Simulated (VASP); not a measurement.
# ScC8 (Im-3m) in VASP: further runs

Runs on ScC8. Level: PBE. Tasks: single point, relaxation of cell and atoms.

Everything below comes from runs of VASP 6.6.1. Logs are shortened: lines on timing, memory, paths and dates and some standing lists are left out, and cuts for length are marked.

## 1. The cell of the first run

The structure is cubic, space group Im-3m (No. 229). The conventional cell has a = 6.612 Å, b = 6.612 Å, c = 6.612 Å, α = 90.00°, β = 90.00°, γ = 90.00°. Sc (site symmetry m-3m) is surrounded by 8 C at 2.22 Å. C (site symmetry 3m) is surrounded by 1 C at 1.29 Å.

The cell was built by a generator and needn't be a form met in nature.

## 2. Single point, PBE (random cell by space group and Wyckoff sites (Im-3m, No. 229))

File INCAR:

```
SYSTEM = ScC8
ALGO     = Fast           ! electronic algorithm
EDIFF    = 1E-6           ! SCF threshold, eV
ENCUT    = 520            ! plane-wave cutoff, eV
GGA      = PE             ! functional
ISIF     = 2              ! what is computed and relaxed
ISMEAR   = 0              ! smearing method
LASPH    = .True.         ! aspherical terms in the spheres
LCHARG   = .False.        ! write CHGCAR
LREAL    = .False.        ! projectors in reciprocal space
LWAVE    = .False.        ! write WAVECAR
NBANDS   = 32             ! bands
NELM     = 60             ! most SCF steps
PREC     = Accurate       ! precision mode
SIGMA    = 0.1            ! smearing width, eV
```

File KPOINTS:

```
k-points
0
Gamma
  8 8 8
  0 0 0
```

File POSCAR:

```
ScC8
1.0
   -3.3060930031      3.3060930031      3.3060930031
    3.3060930031     -3.3060930031      3.3060930031
    3.3060930031      3.3060930031     -3.3060930031
Sc C
1 8
Direct
    0.0000000000      0.0000000000      0.0000000000
    0.6124629825      0.6124629825      0.6124629825
    0.0000000000      0.0000000000      0.3875370175
    0.0000000000      0.3875370175      0.0000000000
    0.3875370175      0.0000000000      0.0000000000
    0.0000000000      0.0000000000      0.6124629825
    0.3875370175      0.3875370175      0.3875370175
    0.0000000000      0.6124629825      0.0000000000
    0.6124629825      0.0000000000      0.0000000000
```

Potentials or basis: VASP PAW PBE potentials, release 64 (Sc_sv, C).

On the command line:

```console
$ cat potpaw_PBE.64/Sc_sv/POTCAR potpaw_PBE.64/C/POTCAR > POTCAR
$ mpirun -np 1 vasp_std > vasp.out
```

OUTCAR:

```text
SYSTEM = ScC8
   EDIFF = 1E-6
   ENCUT = 520
   GGA = PE
   ISIF = 2
   ISMEAR = 0
   LASPH = .True.
   LREAL = .False.
   NELM = 60
   PREC = Accurate

 ion  position               nearest neighbor table
   1  0.000  0.000  0.000-   2 2.22   3 2.22   4 2.22   5 2.22   6 2.22   7 2.22   8 2.22   9 2.22

   2  0.612  0.612  0.612-   7 1.29   1 2.22
   3  0.000  0.000  0.388-   6 1.29   1 2.22
   4  0.000  0.388  0.000-   8 1.29   1 2.22
   5  0.388  0.000  0.000-   9 1.29   1 2.22
   6  0.000  0.000  0.612-   3 1.29   1 2.22
   7  0.388  0.388  0.388-   2 1.29   1 2.22
   8  0.000  0.612  0.000-   4 1.29   1 2.22
   9  0.612  0.000  0.000-   5 1.29   1 2.22

  LATTYP: Found a body centered cubic cell.
 ALAT       =     6.6121860062

  Lattice vectors:

 A1 = (  -3.3060930031,   3.3060930031,   3.3060930031)
 A2 = (   3.3060930031,  -3.3060930031,   3.3060930031)
 A3 = (   3.3060930031,   3.3060930031,  -3.3060930031)

Analysis of symmetry for initial positions (statically):
=====================================================================
 Subroutine PRICEL returns:
 Original cell was already a primitive cell.

 Routine SETGRP: Setting up the symmetry group for a
 body centered cubic supercell.

 Subroutine GETGRP returns: Found 48 space group operations
 (whereof 48 operations were pure point group operations)
 out of a pool of 48 trial point group operations.

The static configuration has the point symmetry O_h .

Analysis of symmetry for dynamics (positions and initial velocities):
=====================================================================
 Subroutine PRICEL returns:
 Original cell was already a primitive cell.

 Routine SETGRP: Setting up the symmetry group for a
 body centered cubic supercell.

 Subroutine GETGRP returns: Found 48 space group operations
 (whereof 48 operations were pure point group operations)
 out of a pool of 48 trial point group operations.

The dynamic configuration has the point symmetry O_h .

 Subroutine INISYM returns: Found 48 space group operations
 (whereof 48 operations are pure point group operations),
 and found     1 'primitive' translations

----------------------------------------------------------------------------------------

                                     Primitive cell

  volume of cell :     144.5457

  direct lattice vectors                    reciprocal lattice vectors
    -3.306093003  3.306093003  3.306093003     0.000000000  0.151235915  0.151235915
     3.306093003 -3.306093003  3.306093003     0.151235915  0.000000000  0.151235915
     3.306093003  3.306093003 -3.306093003     0.151235915  0.151235915  0.000000000

  length of vectors
     5.726321056  5.726321056  5.726321056     0.213879882  0.213879882  0.213879882

  position of ions in fractional coordinates (direct lattice)
     0.000000000  0.000000000  0.000000000
     0.612462982  0.612462982  0.612462982
     0.000000000  0.000000000  0.387537018
     0.000000000  0.387537018  0.000000000
     0.387537018  0.000000000  0.000000000
     0.000000000  0.000000000  0.612462982
     0.387537018  0.387537018  0.387537018
     0.000000000  0.612462982  0.000000000
     0.612462982  0.000000000  0.000000000

  ion indices of the primitive-cell ions
   primitive index   ion index
                 1           1
                 2           2
                 3           3
                 4           4
                 5           5
                 6           6
                 7           7
                 8           8
                 9           9

----------------------------------------------------------------------------------------

 KPOINTS: k-points

Automatic generation of k-mesh.
 Grid dimensions read from file:
 generate k-points for:    8    8    8

 Generating k-lattice:

  Cartesian coordinates                     Fractional coordinates (reciprocal lattice)
     0.000000000  0.018904489  0.018904489     0.125000000  0.000000000  0.000000000
     0.018904489  0.000000000  0.018904489     0.000000000  0.125000000  0.000000000
     0.018904489  0.018904489  0.000000000     0.000000000  0.000000000  0.125000000

  Length of vectors
     0.026734985  0.026734985  0.026734985

  Shift w.r.t. Gamma in fractional coordinates (k-lattice)
     0.000000000  0.000000000  0.000000000

 Subroutine IBZKPT returns following result:
 ===========================================

 Found     29 irreducible k-points:

 Following reciprocal coordinates:
            Coordinates               Weight
  0.000000  0.000000  0.000000      1.000000
  0.125000  0.000000  0.000000     12.000000
  0.250000  0.000000  0.000000     12.000000
  0.375000  0.000000  0.000000     12.000000
  0.500000  0.000000  0.000000      6.000000
  0.125000  0.125000  0.000000     24.000000
[... 16 lines left out ...]
 -0.250000  0.250000  0.250000      6.000000
 -0.375000  0.375000  0.250000     24.000000
 [... further k-points ...]
   k-points           NKPTS =     29   k-points in BZ     NKDIM =     29   number of bands    NBANDS=     32
   number of dos      NEDOS =    301   number of ions     NIONS =      9
   total plane-waves  NPLWV = 110592
   dimension x,y,z NGX =    48 NGY =   48 NGZ =   48
   dimension x,y,z NGXF=    96 NGYF=   96 NGZF=   96
   ions per type =               1   8
   NGX,Y,Z   is equivalent  to a cutoff of  13.94, 13.94, 13.94 a.u.
   NGXF,Y,Z  is equivalent  to a cutoff of  27.87, 27.87, 27.87 a.u.
 SYSTEM =  ScC8
   PREC   = accura    normal or accurate (medium, high low for compatibility)
   ISTART =      0    job   : 0-new  1-cont  2-samecut
   ICHARG =      2    charge: 1-file 2-atom 10-const
   ISPIN  =      1    spin polarized calculation?
   LNONCOLLINEAR =      F non collinear calculations
   LSORBIT =      F    spin-orbit coupling
   LASPH  =      T    aspherical Exc in radial PAW
   ENCUT  =  520.0 eV  38.22 Ry    6.18 a.u.  10.65 10.65 10.65*2*pi/ulx,y,z
   NELM   =     60;   NELMIN=  2; NELMDL= -5     # of ELM steps
   EDIFF  = 0.1E-05   stopping-criterion for ELM
   LREAL  =      F    real-space projection
   EDIFFG = 0.1E-04   stopping-criterion for IOM
   NSW    =      0    number of steps for IOM
   IBRION =     -1    ionic relax: 0-MD 1-quasi-New 2-CG
   NFREE  =      0    steps in history (QN), initial steepest desc. (CG)
   ISIF   =      2    stress and relaxation
   ISYM   =      2    0-nonsym 1-usesym 2-fastsym
   POTIM  = 0.5000    time-step for ionic-motion
   TEBEG  =    0.0;   TEEND  =   0.0 temperature during run
   PSTRESS=    0.0 pullay stress
   NELECT =      43.0000    total number of electrons
   NUPDOWN=      -1.0000    fix difference up-down
   EMIN   =  10.00;   EMAX   =-10.00  energy-range for DOS
   EFERMI =   0.00;   METHOD = LEGACY
   ISMEAR =     0;   SIGMA  =   0.10  broadening in eV -4-tet -1-fermi 0-gaus
   EFERMI_NEDOS =   21; number of points for ismear=-14 and -15
   IALGO  =     68    algorithm
   IMIX   =      4    mixing-type and parameters
     AMIX     =   0.40;   BMIX     =  1.00
     AMIX_MAG =   1.60;   BMIX_MAG =  1.00
  volume/ion in A,a.u.               =      16.06       108.38
  Fermi-wavevector in a.u.,A,eV,Ry     =   1.092855  2.065197 16.249877  1.194332
  Thomas-Fermi vector in A             =   2.229129
   LORBIT       =      0    0 simple, 1 ext, 2 COOP (PROOUT), +10 PAW based schemes
   GGA     = PE    functional components
   LHFCALC =     F    Hartree Fock is set to
   AEXX    =    0.0000 exact exchange contribution
   IVDW    =     0    specifies the selected vdW correction
   LEPSILON=     F    determine dielectric tensor
   LRPA    =     F    only Hartree local field effects (RPA)
 non-spin polarized calculation
 RMM-DIIS sequential band-by-band and
 Gauss-broadening in eV      SIGMA  =   0.10
  energy-cutoff  :      520.00
  volume of cell :      144.55
 maximum number of plane-waves:      3925
 NGX is ok and might be reduce to    48
   NGX = 21   NGY = 21   NGZ = 21

 number of electron      43.0000004 magnetization

 Free energy of the ion-electron system (eV)
  ---------------------------------------------------
  ext. energy  EPLUGINS =         0.00000000
  ---------------------------------------------------
  free energy    TOTEN  =       -61.01593963 eV

  energy without entropy =      -60.96024364  energy(sigma->0) =      -60.98809164

 E-fermi :  -0.8504     XC(G=0):  -8.2557

 val. band max:       -0.8563272381   @ k =   0.5000   0.0000   0.0000
 cond. band min:      -0.8467812888   @ k =  -0.3750   0.5000   0.1250
 fundamental gap:      0.0095459492
 Fermi energy:        -0.8504254477

 k-point     1 :       0.0000    0.0000    0.0000
  band No.  band energies     occupation
      1     -47.6184      2.00000
      2     -26.3964      2.00000
      3     -26.3964      2.00000
      4     -26.3964      2.00000
      5     -14.3002      2.00000
      6     -13.4376      2.00000
[... 24 lines left out ...]
     31       7.0727      0.00000
     32       7.1340      0.00000

 k-point     2 :       0.1250    0.0000    0.0000
  band No.  band energies     occupation
      1     -47.6184      2.00000
      2     -26.3967      2.00000
      3     -26.3965      2.00000
      4     -26.3964      2.00000
      5     -14.2647      2.00000
      6     -13.4652      2.00000
[... 24 lines left out ...]
     31       6.5157      0.00000
     32       6.7609      0.00000
[... 733 lines left out ...]
     31       6.0067      0.00000
     32       6.3159      0.00000

 k-point    24 :      -0.3750    0.3750    0.2500
  band No.  band energies     occupation
      1     -47.6184      2.00000
      2     -26.3978      2.00000
      3     -26.3975      2.00000
      4     -26.3971      2.00000
      5     -13.9350      2.00000
      6     -13.6897      2.00000
[... 24 lines left out ...]
     31       5.7148      0.00000
     32       6.9958      0.00000

 [... further k-points ...]

------------------------ aborting loop because EDIFF is reached ----------------------------------------

  FORCE on cell =-STRESS in cart. coord.  units (eV):
  Direction    XX          YY          ZZ          XY          YZ          ZX
  --------------------------------------------------------------------------------------
  -------------------------------------------------------------------------------------
  Total        0.2099128      0.2099128      0.2099128      0.0000000      0.0000000      0.0000000
  in kB        2.3267207      2.3267207      2.3267207      0.0000000      0.0000000      0.0000000
  external PRESSURE =       2.3267207 kB  Pullay stress =       0.0000000 kB

 VOLUME and BASIS-vectors are now :
 -----------------------------------------------------------------------------
  energy-cutoff  :      520.00
  volume of cell :      144.55
      direct lattice vectors                 reciprocal lattice vectors
    -3.306093003  3.306093003  3.306093003     0.000000000  0.151235915  0.151235915
     3.306093003 -3.306093003  3.306093003     0.151235915  0.000000000  0.151235915
     3.306093003  3.306093003 -3.306093003     0.151235915  0.151235915  0.000000000

 POSITION                                       TOTAL-FORCE (eV/Angst)
 -----------------------------------------------------------------------------------
      0.00000      0.00000      0.00000         0.000000     -0.000000     -0.000000
      2.02486      2.02486      2.02486         0.036475      0.036475      0.036475
      1.28123      1.28123     -1.28123        -0.036475     -0.036475      0.036475
      1.28123     -1.28123      1.28123        -0.036475      0.036475     -0.036475
     -1.28123      1.28123      1.28123         0.036475     -0.036475     -0.036475
      2.02486      2.02486     -2.02486         0.036475      0.036475     -0.036475
      1.28123      1.28123      1.28123        -0.036475     -0.036475     -0.036475
      2.02486     -2.02486      2.02486         0.036475     -0.036475      0.036475
     -2.02486      2.02486      2.02486        -0.036475      0.036475      0.036475
 -----------------------------------------------------------------------------------
    total drift:                                0.000000      0.000000     -0.000000

  FREE ENERGIE OF THE ION-ELECTRON SYSTEM (eV)
  ---------------------------------------------------
  free  energy   TOTEN  =       -61.0159396344 eV

  energy  without entropy=      -60.9602436395  energy(sigma->0) =      -60.98809164
```

Run time: 4.1 min. Hardware: 1 thread of Intel Xeon Platinum 8559C (Emerald Rapids), shared host; peak memory 0.36 GiB.

What came out:

```yaml
Free_energy: -61.0159 eV
Pressure: 0.2 GPa
Largest_force: 0.063 eV/Å
Band_gap_on_the_k_mesh: none (metal or under the smearing width)
```

Forces on the atoms (eV/Å):
```
Sc   0.000  0.000  0.000
C    0.036  0.036  0.036
C   -0.036 -0.036  0.036
C   -0.036  0.036 -0.036
C    0.036 -0.036 -0.036
C    0.036  0.036 -0.036
C   -0.036 -0.036 -0.036
C    0.036 -0.036  0.036
C   -0.036  0.036  0.036
```

Levels at points of the mesh, in eV from the Fermi level:
| k point | band 19 | band 20 | band 21 | band 22 | band 23 | band 24 | band 25 | band 26 |
| --- | --- | --- | --- | --- | --- | --- | --- | --- |
| (0.00, 0.00, 0.00) | -0.88 | -0.42 | -0.42 | -0.42 | 0.57 | 0.57 | 1.13 | 1.13 |
| (0.50, 0.00, 0.00) | -1.24 | -0.61 | -0.08 | -0.03 | -0.01 | 0.92 | 3.37 | 3.78 |
| (0.50, 0.50, 0.50) | -0.43 | -0.43 | 0.20 | 0.20 | 0.20 | 1.73 | 4.05 | 4.05 |

[end of part 1 of 2]
